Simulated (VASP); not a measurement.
All values below come from PBE GGA, VASP's PBE PAW potentials (set 64) (plane waves; VASP).

The input files of a VASP run:

### KPOINTS
```
Automatic mesh
0
Gamma
9 9 9
0 0 0
```

**INCAR**
```
NSW = 50   # most ionic steps
ISIF = 3   # ions, shape and volume
LREAL = .FALSE.
LWAVE = .FALSE.
GGA = PE   # PBE
SIGMA = 0.136   # width (eV)
NELM = 100   # most electronic steps
ENCUT = 300
IBRION = 2
SYSTEM = NiAl
ALGO = Normal   # blocked Davidson
LMAXMIX = 4
LCHARG = .FALSE.
LASPH = .TRUE.
PREC = Accurate
EDIFF = 1E-6   # SCF stop (eV)
ISMEAR = 0   # Gaussian
EDIFFG = -0.01   # ionic stop
```

### POSCAR
```
NiAl
1
    2.8900000000     0.0000000000     0.0000000000
    0.0000000000     2.8900000000     0.0000000000
    0.0000000000     0.0000000000     2.8900000000
Al Ni
1 1
Direct
  0.5000000000   0.5000000000   0.5000000000
  0.0000000000   0.0000000000   0.0000000000
```

POTCAR, in this order: Al Ni (PBE.64 set). Program: vasp_std.

The resulting files:

**OSZICAR**
```
       N       E                     dE             d eps       ncg     rms          rms(c)
DAV:   1     0.260727033469E+02    0.26073E+02   -0.41854E+03   732   0.879E+02
DAV:   2    -0.112465751000E+02   -0.37319E+02   -0.35381E+02   706   0.165E+02
DAV:   3    -0.119438823824E+02   -0.69731E+00   -0.69404E+00   854   0.283E+01
DAV:   4    -0.119525023875E+02   -0.86200E-02   -0.86177E-02   792   0.291E+00
DAV:   5    -0.119527111749E+02   -0.20879E-03   -0.20878E-03   808   0.447E-01    0.117E+01
DAV:   6    -0.137863672254E+02   -0.18337E+01   -0.57415E+01   778   0.122E+02    0.155E+01
DAV:   7    -0.105620104139E+02    0.32244E+01   -0.16497E+01   770   0.730E+01    0.103E+00
DAV:   8    -0.105562263495E+02    0.57841E-02   -0.38531E-01   822   0.732E+00    0.101E+00
DAV:   9    -0.105420776055E+02    0.14149E-01   -0.55321E-02   808   0.365E+00    0.160E-01
DAV:  10    -0.105417716414E+02    0.30596E-03   -0.10075E-03   776   0.446E-01    0.772E-02
DAV:  11    -0.105417640222E+02    0.76192E-05   -0.32523E-05   946   0.710E-02    0.256E-02
DAV:  12    -0.105417620763E+02    0.19460E-05   -0.19283E-06   418   0.247E-02    0.278E-03
DAV:  13    -0.105417617070E+02    0.36930E-06   -0.42018E-07   352   0.646E-03
   1 F= -.10541762E+02 E0= -.10538010E+02  d E =-.105418E+02
       N       E                     dE             d eps       ncg     rms          rms(c)
DAV:   1    -0.105464408870E+02   -0.46788E-02   -0.60099E-02   752   0.439E+00    0.624E-01
DAV:   2    -0.105514550425E+02   -0.50142E-02   -0.17118E-01   796   0.662E+00    0.796E-01
DAV:   3    -0.105418926376E+02    0.95624E-02   -0.68484E-02   786   0.423E+00    0.929E-02
DAV:   4    -0.105417808639E+02    0.11177E-03   -0.42323E-04   722   0.223E-01    0.124E-02
DAV:   5    -0.105417806117E+02    0.25211E-06   -0.13409E-05   986   0.452E-02    0.494E-03
DAV:   6    -0.105417814117E+02   -0.79993E-06   -0.57786E-07   366   0.842E-03
   2 F= -.10541781E+02 E0= -.10538002E+02  d E =-.197047E-04
       N       E                     dE             d eps       ncg     rms          rms(c)
DAV:   1    -0.105428201409E+02   -0.10395E-02   -0.12822E-02   752   0.202E+00    0.289E-01
DAV:   2    -0.105439128361E+02   -0.10927E-02   -0.36920E-02   788   0.307E+00    0.369E-01
DAV:   3    -0.105418466949E+02    0.20661E-02   -0.14608E-02   786   0.197E+00    0.411E-02
DAV:   4    -0.105418259351E+02    0.20760E-04   -0.83808E-05   714   0.889E-02    0.827E-03
DAV:   5    -0.105418252901E+02    0.64502E-06   -0.46467E-06   548   0.318E-02
   3 F= -.10541825E+02 E0= -.10538059E+02  d E =-.635832E-04
```

File OUTCAR:
```
------------------------ aborting loop because EDIFF is reached ----------------------------------------
  FORCE on cell =-STRESS in cart. coord.  units (eV):
  Direction    XX          YY          ZZ          XY          YZ          ZX
  --------------------------------------------------------------------------------------
  Total        0.0008120      0.0008120      0.0008120     -0.0000000      0.0000000     -0.0000000
  in kB        0.0537788      0.0537788      0.0537788     -0.0000000      0.0000000     -0.0000000
  external PRESSURE =       0.0537788 kB  Pullay stress =       0.0000000 kB
  volume of cell :       24.19
      direct lattice vectors                 reciprocal lattice vectors
     2.892161732  0.000000000 -0.000000000     0.345762130  0.000000000 -0.000000000
    -0.000000000  2.892161732 -0.000000000    -0.000000000  0.345762130 -0.000000000
     0.000000000  0.000000000  2.892161732     0.000000000  0.000000000  0.345762130
 POSITION                                       TOTAL-FORCE (eV/Angst)
 -----------------------------------------------------------------------------------
      1.44608      1.44608      1.44608         0.000000      0.000000      0.000000
      0.00000      0.00000      0.00000        -0.000000     -0.000000      0.000000
 -----------------------------------------------------------------------------------
    total drift:                               -0.000000      0.000000      0.000000
  FREE ENERGIE OF THE ION-ELECTRON SYSTEM (eV)
  ---------------------------------------------------
  free  energy   TOTEN  =       -10.5418252901 eV

  energy  without entropy=      -10.5342919331  energy(sigma->0) =      -10.53805861

 reached required accuracy - stopping structural energy minimisation
```
(Selected blocks of OUTCAR.)

**CONTCAR**
```
NiAl
   1.00000000000000
     2.8921617315501851    0.0000000000000000   -0.0000000000000000
    -0.0000000000000000    2.8921617315501851   -0.0000000000000000
     0.0000000000000000    0.0000000000000000    2.8921617315501851
  Al              Ni
     1     1
Direct
     0.5000000000000000    0.5000000000000000    0.5000000000000000
     0.0000000000000000    0.0000000000000000    0.0000000000000000
```

At this cut-off the stress carries a Pulay error, which pulls relaxed volumes low.

The structure is a typed NiAl crystal (Pm-3m). This run relaxes it. Symmetry was kept, so distortions that lower it aren't found. The run is one of a series of settings (EDIFFG = -0.01, IBRION = 2, ISIF = 3, NSW = 50 against the base run), some of them coarse on purpose. The run is not spin-polarised, so no magnetic state was tried. The electron count is odd and the run is not spin-polarised, which forces a metal.
